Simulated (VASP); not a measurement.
Computed with PBE GGA, VASP's PBE PAW potentials (set 64) (plane waves; VASP).

The input files of a VASP run:

### INCAR
```
# general
SYSTEM  = Ga
PREC    = Accurate
ENCUT   = 480
LREAL   = .FALSE.   # projection in real space or not
LASPH   = .TRUE.

# electronic loop
EDIFF   = 1E-7   # SCF stop (eV)
NELM    = 100   # most electronic steps
ALGO    = Normal   # blocked Davidson
LMAXMIX = 4

# smearing
ISMEAR  = 1   # Methfessel-Paxton
SIGMA   = 0.1   # width (eV)

# functional
GGA     = PE   # PBE

# ions
ISIF    = 2   # forces and stress, cell fixed

# output
LWAVE   = .FALSE.
LCHARG  = .FALSE.
```

**KPOINTS**
```
Automatic mesh
0
Gamma
8 8 6
0 0 0
```

File POSCAR:
```
Ga
1
    2.2528031505    -3.9897497936     0.0000000000
    2.2528031505     3.9897497936     0.0000000000
    0.0000000000     0.0000000000     4.7555021857
Ga
4
Direct
  0.1557018483   0.8442981517   0.9181997463
  0.3442981517   0.6557018483   0.4181997463
  0.6557018483   0.3442981517   0.5818002537
  0.8442981517   0.1557018483   0.0818002537
```

POTCAR, in this order: Ga_d (PBE.64 set). Program: vasp_std.

The run wrote:

**OUTCAR**
```
 ion  position               nearest neighbor table
   1  0.156  0.844  0.918-   4 2.60   3 2.76   3 2.76   2 2.81   2 2.81   4 2.82   4 2.82
   2  0.344  0.656  0.418-   3 2.60   4 2.76   4 2.76   1 2.81   1 2.81   3 2.82   3 2.82
   3  0.656  0.344  0.582-   2 2.60   1 2.76   1 2.76   4 2.81   4 2.81   2 2.82   2 2.82
   4  0.844  0.156  0.082-   1 2.60   2 2.76   2 2.76   3 2.81   3 2.81   1 2.82   1 2.82
  LATTYP: Found a base centered orthorhombic cell.
 ALAT       =     4.5056063010
 B/A-ratio  =     1.7710157200
 C/A-ratio  =     1.0554633201
 Subroutine PRICEL returns:
 Original cell was already a primitive cell.
 Subroutine GETGRP returns: Found  8 space group operations
The static configuration has the point symmetry C_2h.
 The point group associated with its full space group is D_2h.
The dynamic configuration has the point symmetry C_2h.
 Subroutine INISYM returns: Found  8 space group operations
 Subroutine IBZKPT returns following result:
 Found     84 irreducible k-points:

 Following reciprocal coordinates:
            Coordinates               Weight
  0.000000  0.000000  0.000000      1.000000
  0.125000  0.000000  0.000000      4.000000
  0.250000  0.000000  0.000000      4.000000
  0.375000  0.000000  0.000000      4.000000
  0.500000  0.000000  0.000000      2.000000
  0.125000  0.125000  0.000000      2.000000
  0.250000  0.125000  0.000000      4.000000
  0.375000  0.125000  0.000000      4.000000
  0.500000  0.125000  0.000000      4.000000
 -0.375000  0.125000  0.000000      4.000000
 -0.250000  0.125000  0.000000      4.000000
 -0.125000  0.125000  0.000000      2.000000
  0.250000  0.250000  0.000000      2.000000
  0.375000  0.250000  0.000000      4.000000
  0.500000  0.250000  0.000000      4.000000
 -0.375000  0.250000  0.000000      4.000000
 -0.250000  0.250000  0.000000      2.000000
  0.375000  0.375000  0.000000      2.000000
  0.500000  0.375000  0.000000      4.000000
...
```

### OSZICAR
```
       N       E                     dE             d eps       ncg     rms          rms(c)
DAV:   1     0.342597166848E+03    0.34260E+03   -0.25214E+04  5260   0.294E+03
DAV:   2     0.278938453991E+02   -0.31470E+03   -0.30996E+03  5376   0.541E+02
DAV:   3    -0.105238375980E+02   -0.38418E+02   -0.38066E+02  5866   0.149E+02
DAV:   4    -0.116260197707E+02   -0.11022E+01   -0.10970E+01  5937   0.293E+01
DAV:   5    -0.116496052889E+02   -0.23586E-01   -0.23582E-01  6112   0.432E+00    0.222E+00
DAV:   6    -0.115858104063E+02    0.63795E-01   -0.18592E-01  6285   0.581E+00    0.124E+00
DAV:   7    -0.115755108225E+02    0.10300E-01   -0.54174E-02  6876   0.251E+00    0.292E-01
DAV:   8    -0.115749574513E+02    0.55337E-03   -0.12374E-02  5740   0.130E+00    0.454E-02
DAV:   9    -0.115751149191E+02   -0.15747E-03   -0.82696E-04  6032   0.307E-01    0.232E-02
DAV:  10    -0.115751325321E+02   -0.17613E-04   -0.20311E-04  6036   0.157E-01    0.577E-03
DAV:  11    -0.115751317969E+02    0.73520E-06   -0.33816E-05  6038   0.716E-02    0.303E-03
DAV:  12    -0.115751319307E+02   -0.13380E-06   -0.46157E-06  6526   0.212E-02    0.806E-04
DAV:  13    -0.115751319939E+02   -0.63286E-07   -0.46750E-07  5455   0.506E-03
   1 F= -.11575132E+02 E0= -.11574690E+02  d E =-.132481E-02
```

**OUTCAR**
```
------------------------ aborting loop because EDIFF is reached ----------------------------------------
  FORCE on cell =-STRESS in cart. coord.  units (eV):
  Direction    XX          YY          ZZ          XY          YZ          ZX
  --------------------------------------------------------------------------------------
  Total       -0.4825131     -1.5083765     -1.2559930      0.0000000     -0.0000000      0.0000000
  in kB       -9.0432465    -28.2699517    -23.5397869      0.0000000     -0.0000000      0.0000000
  external PRESSURE =     -20.2843284 kB  Pullay stress =       0.0000000 kB
  volume of cell :       85.49
      direct lattice vectors                 reciprocal lattice vectors
     2.252803151 -3.989749794  0.000000000     0.221945712 -0.125321142  0.000000000
     2.252803151  3.989749794  0.000000000     0.221945712  0.125321142  0.000000000
     0.000000000  0.000000000  4.755502186     0.000000000  0.000000000  0.210282734
 POSITION                                       TOTAL-FORCE (eV/Angst)
 -----------------------------------------------------------------------------------
      2.25280      2.74733      4.36650         0.000000      0.037134      0.043860
      2.25280      1.24242      1.98875         0.000000     -0.037134      0.043860
      2.25280     -1.24242      2.76675         0.000000      0.037134     -0.043860
      2.25280     -2.74733      0.38900         0.000000     -0.037134     -0.043860
 -----------------------------------------------------------------------------------
    total drift:                                0.000000      0.000000      0.000000
  FREE ENERGIE OF THE ION-ELECTRON SYSTEM (eV)
  ---------------------------------------------------
  free  energy   TOTEN  =       -11.5751319939 eV

  energy  without entropy=      -11.5738071870  energy(sigma->0) =      -11.57469039
```
(Selected blocks of OUTCAR.)

The compound is Ga in the alpha structure. This cell was strained or had an atom moved on purpose.
